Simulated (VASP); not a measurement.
Calculation: PBE GGA, VASP's PBE PAW potentials (set 64) (plane waves; VASP).

A VASP calculation is set up with these files.

INCAR:
```
# general
SYSTEM   =  Cd36Se36
PREC     =  Normal
ENCUT    =  400
LREAL    =  Auto
LASPH    =  .True.
SYMPREC  =  1E-4

# electronic loop
EDIFF    =  1E-6
NELM     =  100
NELMIN   =  4
ALGO     =  Fast
LMAXMIX  =  4

# smearing
ISMEAR   =  0
SIGMA    =  0.05

# functional
GGA      =  PE

# output
LWAVE    =  .False.
LCHARG   =  .False.
LORBIT   =  11
LVHAR    =  .True.
```

### POSCAR
```
Cd36Se36
1
   13.1763805314     0.0000000000     0.0000000000
   -6.5881902657    11.4110791959     0.0000000000
    0.0000000000     0.0000000000    14.3194529301
Cd Se
36 36
Direct
  0.2222220000   0.1111110000   0.2503256896
  0.1111110000   0.2222220000   0.5003256896
  0.2222220000   0.1111110000   0.7503256896
  0.1111110000   0.2222220000   0.0003256896
  0.2222220000   0.4444440000   0.2503256896
  0.1111110000   0.5555560000   0.5003256896
  0.2222220000   0.4444440000   0.7503256896
  0.1111110000   0.5555560000   0.0003256896
  0.2222220000   0.7777780000   0.2503256896
  0.1111110000   0.8888890000   0.5003256896
  0.2222220000   0.7777780000   0.7503256896
  0.1111110000   0.8888890000   0.0003256896
  0.5555560000   0.1111110000   0.2503256896
  0.4444440000   0.2222220000   0.5003256896
  0.5555560000   0.1111110000   0.7503256896
  0.4444440000   0.2222220000   0.0003256896
  0.5555560000   0.4444440000   0.2503256896
  0.4444440000   0.5555560000   0.5003256896
  0.5555560000   0.4444440000   0.7503256896
  0.4444440000   0.5555560000   0.0003256896
  0.5555560000   0.7777780000   0.2503256896
  0.4444440000   0.8888890000   0.5003256896
  0.5555560000   0.7777780000   0.7503256896
  0.4444440000   0.8888890000   0.0003256896
  0.8888890000   0.1111110000   0.2503256896
  0.7777780000   0.2222220000   0.5003256896
  0.8888890000   0.1111110000   0.7503256896
  0.7777780000   0.2222220000   0.0003256896
  0.8888890000   0.4444440000   0.2503256896
  0.7777780000   0.5555560000   0.5003256896
  0.8888890000   0.4444440000   0.7503256896
  0.7777780000   0.5555560000   0.0003256896
  0.8888890000   0.7777780000   0.2503256896
  0.7777780000   0.8888890000   0.5003256896
  0.8888890000   0.7777780000   0.7503256896
  0.7777780000   0.8888890000   0.0003256896
  0.2222220000   0.1111110000   0.4376043104
  0.1111110000   0.2222220000   0.1876043104
  0.2222220000   0.1111110000   0.9376043104
  0.1111110000   0.2222220000   0.6876043104
  0.2222220000   0.4444440000   0.4376043104
  0.1111110000   0.5555560000   0.1876043104
  0.2222220000   0.4444440000   0.9376043104
  0.1111110000   0.5555560000   0.6876043104
  0.2222220000   0.7777780000   0.4376043104
  0.1111110000   0.8888890000   0.1876043104
  0.2222220000   0.7777780000   0.9376043104
  0.1111110000   0.8888890000   0.6876043104
  0.5555560000   0.1111110000   0.4376043104
  0.4444440000   0.2222220000   0.1876043104
  0.5555560000   0.1111110000   0.9376043104
  0.4444440000   0.2222220000   0.6876043104
  0.5555560000   0.4444440000   0.4376043104
  0.4444440000   0.5555560000   0.1876043104
  0.5555560000   0.4444440000   0.9376043104
  0.4444440000   0.5555560000   0.6876043104
  0.5555560000   0.7777780000   0.4376043104
  0.4444440000   0.8888890000   0.1876043104
  0.5555560000   0.7777780000   0.9376043104
  0.4444440000   0.8888890000   0.6876043104
  0.8888890000   0.1111110000   0.4376043104
  0.7777780000   0.2222220000   0.1876043104
  0.8888890000   0.1111110000   0.9376043104
  0.7777780000   0.2222220000   0.6876043104
  0.8888890000   0.4444440000   0.4376043104
  0.7777780000   0.5555560000   0.1876043104
  0.8888890000   0.4444440000   0.9376043104
  0.7777780000   0.5555560000   0.6876043104
  0.8888890000   0.7777780000   0.4376043104
  0.7777780000   0.8888890000   0.1876043104
  0.8888890000   0.7777780000   0.9376043104
  0.7777780000   0.8888890000   0.6876043104
```

KPOINTS:
```
Automatic mesh
0
Gamma
1 1 1
0 0 0
```

POTCAR, in this order: Cd Se (PBE.64 set). Program: vasp_gam. Read from the step before: WAVECAR.

Output of the run:

**OSZICAR**
```
       N       E                     dE             d eps       ncg     rms          rms(c)
DAV:   1    -0.194263300047E+03   -0.19426E+03   -0.26997E-05   880   0.702E-03    0.549E-03
RMM:   2    -0.194263299596E+03    0.45104E-06   -0.17084E-06   468   0.173E-03    0.334E-03
RMM:   3    -0.194263299495E+03    0.10075E-06   -0.61921E-07   480   0.116E-03    0.802E-04
RMM:   4    -0.194263299490E+03    0.58862E-08   -0.31097E-08   238   0.387E-04
   1 F= -.19426330E+03 E0= -.19426330E+03  d E =-.163154E-11
```

OUTCAR:
```
------------------------ aborting loop because EDIFF is reached ----------------------------------------
  FORCE on cell =-STRESS in cart. coord.  units (eV):
  Direction    XX          YY          ZZ          XY          YZ          ZX
  --------------------------------------------------------------------------------------
  Total        2.5075754      2.5075749     -5.6251931      0.0000000      0.0000000      0.0000000
  in kB        1.8660158      1.8660154     -4.1859953      0.0000000      0.0000000      0.0000000
  external PRESSURE =      -0.1513214 kB  Pullay stress =       0.0000000 kB
  volume of cell :     2153.03
      direct lattice vectors                 reciprocal lattice vectors
    13.176380531  0.000000000  0.000000000     0.075893376  0.043817065  0.000000000
    -6.588190266 11.411079196  0.000000000     0.000000000  0.087634130  0.000000000
     0.000000000  0.000000000 14.319452930     0.000000000  0.000000000  0.069835070
  FREE ENERGIE OF THE ION-ELECTRON SYSTEM (eV)
  ---------------------------------------------------
  free  energy   TOTEN  =      -194.2632994895 eV

  energy  without entropy=     -194.2632994895  energy(sigma->0) =     -194.26329949

 total charge

# of ion       s       p       d       tot
------------------------------------------
    1        0.426   0.284   9.554  10.264
    2        0.426   0.284   9.554  10.264
    3        0.426   0.284   9.554  10.264
    4        0.426   0.284   9.554  10.264
    5        0.426   0.284   9.554  10.264
    6        0.426   0.284   9.554  10.264
    7        0.426   0.284   9.554  10.264
    8        0.426   0.284   9.554  10.264
    9        0.426   0.284   9.554  10.264
   10        0.426   0.284   9.554  10.264
   11        0.426   0.284   9.554  10.264
   12        0.426   0.284   9.554  10.264
   13        0.426   0.284   9.554  10.264
   14        0.426   0.284   9.554  10.264
   15        0.426   0.284   9.554  10.264
   16        0.426   0.284   9.554  10.264
   17        0.426   0.284   9.554  10.264
   18        0.426   0.284   9.554  10.264
   19        0.426   0.284   9.554  10.264
   20        0.426   0.284   9.554  10.264
   21        0.426   0.284   9.554  10.264
   22        0.426   0.284   9.554  10.264
   23        0.426   0.284   9.554  10.264
   24        0.426   0.284   9.554  10.264
   25        0.426   0.284   9.554  10.264
   26        0.426   0.284   9.554  10.264
   27        0.426   0.284   9.554  10.264
   28        0.426   0.284   9.554  10.264
   29        0.426   0.284   9.554  10.264
   30        0.426   0.284   9.554  10.264
   31        0.426   0.284   9.554  10.264
   32        0.426   0.284   9.554  10.264
   33        0.426   0.284   9.554  10.264
   34        0.426   0.284   9.554  10.264
   35        0.426   0.284   9.554  10.264
   36        0.426   0.284   9.554  10.264
   37        1.438   2.386   0.018   3.842
   38        1.438   2.386   0.018   3.842
   39        1.438   2.386   0.018   3.842
   40        1.438   2.386   0.018   3.842
   41        1.438   2.386   0.018   3.842
   42        1.438   2.386   0.018   3.842
   43        1.438   2.386   0.018   3.842
   44        1.438   2.386   0.018   3.842
   45        1.438   2.386   0.018   3.842
   46        1.438   2.386   0.018   3.842
   47        1.438   2.386   0.018   3.842
   48        1.438   2.386   0.018   3.842
   49        1.438   2.386   0.018   3.842
   50        1.438   2.386   0.018   3.842
   51        1.438   2.386   0.018   3.842
   52        1.438   2.386   0.018   3.842
   53        1.438   2.386   0.018   3.842
   54        1.438   2.386   0.018   3.842
   55        1.438   2.386   0.018   3.842
   56        1.438   2.386   0.018   3.842
   57        1.438   2.386   0.018   3.842
   58        1.438   2.386   0.018   3.842
   59        1.438   2.386   0.018   3.842
   60        1.438   2.386   0.018   3.842
   61        1.438   2.386   0.018   3.842
   62        1.438   2.386   0.018   3.842
   63        1.438   2.386   0.018   3.842
   64        1.438   2.386   0.018   3.842
   65        1.438   2.386   0.018   3.842
   66        1.438   2.386   0.018   3.842
   67        1.438   2.386   0.018   3.842
   68        1.438   2.386   0.018   3.842
   69        1.438   2.386   0.018   3.842
   70        1.438   2.386   0.018   3.842
   71        1.438   2.386   0.018   3.842
   72        1.438   2.386   0.018   3.842
--------------------------------------------------
tot         67.119  96.122 344.581 507.821
```
(Selected blocks of OUTCAR.)

The supercell is sampled at Γ alone, which is coarse: total energies, pressure and levels can be off, energies of defects by several tenths of an eV.

The cell is a supercell, built from a database entry that may be metastable or hypothetical.
